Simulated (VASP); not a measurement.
Mg3Te:

```
Te Mg
1.0
    -2.13936    2.13936    5.28249
     2.13936   -2.13936    5.28249
     2.13936    2.13936   -5.28249
Te Mg
1 3
Direct
  0.00000 0.00000 0.00000
  0.25000 0.75000 0.50000
  0.75000 0.25000 0.50000
  0.50000 0.50000 0.00000
```

The cell comes from a database or a generator and needn't be the stable form of this composition.

| Quantity | Value |
| --- | --- |
| Program | VASP 6.6.1 |
| Task | single point |
| Functional | PBE |
| Potentials or basis | VASP PAW PBE potentials, release 64 (Te, Mg) |
| Cutoff | 520 eV |
| k mesh | 9 × 9 × 9 |
| Occupations | fermi-dirac, width 0.05 eV |
| Spin | no spin polarisation |

On this cell: pressure 0.1 GPa; largest force under 0.003 eV/Å; band gap on the k mesh none (metal or under the smearing width).

The same run follows on a disturbed copy (atoms moved at random, drawn with an rms of 0.05 Å):

```
Te Mg
1.0
    -2.13936    2.13936    5.28249
     2.13936   -2.13936    5.28249
     2.13936    2.13936   -5.28249
Te Mg
1 3
Direct
  0.00413 0.99907 0.00223
  0.24899 0.75892 0.50304
  0.75360 0.24635 0.49841
  0.49116 0.51464 0.00388
```

Question: What changes?

Answer: The energy (extrapolated to zero smearing) moves by +3.1 meV/atom; pressure 0.1 GPa; largest force 0.210 eV/Å; band gap on the k mesh none (metal or under the smearing width).

Forces in eV/Å, atoms in the order of the input:
```
Te   0.129 -0.115  0.011
Mg  -0.100  0.056 -0.020
Mg   0.129 -0.077 -0.006
Mg  -0.159  0.136  0.015
```

Stress tensor (GPa, compression positive):
```
 0.25 -0.12 -0.07
-0.12  0.19 -0.03
-0.07 -0.03 -0.03
```
